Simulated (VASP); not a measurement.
A convergence study with VASP on Al$_{2}$Pd (space group Fm-3m): a few settings are varied, all else stays as given below, so the limit is that of these other settings.

```xyz
3
Lattice="0.0000 2.9495 2.9495 2.9495 0.0000 2.9495 2.9495 2.9495 0.0000" Properties=species:S:1:pos:R:3 pbc="T T T"
Al     1.4748     1.4748     1.4748
Al     4.4243     4.4243     4.4243
Pd     0.0000     0.0000     0.0000
```

Calculation: PBEsol GGA, VASP's PBE PAW potentials (set 64) (plane waves; VASP). The last row used: 550 eV cut-off, 16×16×16 Γ-centred mesh, second-order Methfessel-Paxton smearing of 0.40 eV, potentials Al Pd.

```tsv
setting	E (eV/atom)	pressure (GPa)	irreducible k-points
ISMEAR = -1, SIGMA = 0.01, 5×5×5 mesh	-5.3108	-0.66	10
ISMEAR = -1, SIGMA = 0.2, 5×5×5 mesh	-5.3239	-0.38	10
ISMEAR = 0, SIGMA = 0.01, 5×5×5 mesh	-5.3106	-0.65	10
ISMEAR = 0, SIGMA = 0.2, 5×5×5 mesh	-5.3161	-0.44	10
ISMEAR = 1, SIGMA = 0.01, 5×5×5 mesh	-5.3105	-0.65	10
ISMEAR = 1, SIGMA = 0.2, 5×5×5 mesh	-5.3136	-0.48	10
ISMEAR = 2, SIGMA = 0.01, 5×5×5 mesh	-5.3105	-0.65	10
ISMEAR = 2, SIGMA = 0.2, 5×5×5 mesh	-5.3127	-0.50	10
ISMEAR = -1, SIGMA = 0.05, 10×10×10 mesh	-5.3289	-0.64	47
ISMEAR = -1, SIGMA = 0.2, 10×10×10 mesh	-5.3277	-0.51	47
ISMEAR = 0, SIGMA = 0.05, 10×10×10 mesh	-5.3292	-0.64	47
ISMEAR = 0, SIGMA = 0.2, 10×10×10 mesh	-5.3285	-0.64	47
ISMEAR = 1, SIGMA = 0.05, 10×10×10 mesh	-5.3292	-0.64	47
ISMEAR = 1, SIGMA = 0.2, 10×10×10 mesh	-5.3287	-0.65	47
ISMEAR = 2, SIGMA = 0.05, 10×10×10 mesh	-5.3294	-0.63	47
ISMEAR = 2, SIGMA = 0.2, 10×10×10 mesh	-5.3288	-0.64	47
ISMEAR = -1, SIGMA = 0.05, 16×16×16 mesh	-5.3273	-0.66	145
ISMEAR = -1, SIGMA = 0.4, 16×16×16 mesh	?	?	145
ISMEAR = 0, SIGMA = 0.05, 16×16×16 mesh	-5.3271	-0.67	145
ISMEAR = 0, SIGMA = 0.4, 16×16×16 mesh	-5.3272	-0.58	145
ISMEAR = 1, SIGMA = 0.05, 16×16×16 mesh	-5.3271	-0.68	145
ISMEAR = 1, SIGMA = 0.4, 16×16×16 mesh	-5.3273	-0.68	145
ISMEAR = 2, SIGMA = 0.05, 16×16×16 mesh	-5.3271	-0.69	145
ISMEAR = 2, SIGMA = 0.4, 16×16×16 mesh	-5.3274	-0.68	145
```

Q: Fill in the missing entries.

A: 
- ISMEAR = -1, SIGMA = 0.4, 16×16×16 mesh, E (eV/atom): -5.3300
- ISMEAR = -1, SIGMA = 0.4, 16×16×16 mesh, pressure (GPa): -0.07

Left out are rungs that failed or repeat a setting and relaxations that didn't move; long series are thinned to 24 rows.

The structure comes from a computed database's Al2Pd entry (Fm-3m); how it stands against other phases isn't given here. The cell was not relaxed at this level.
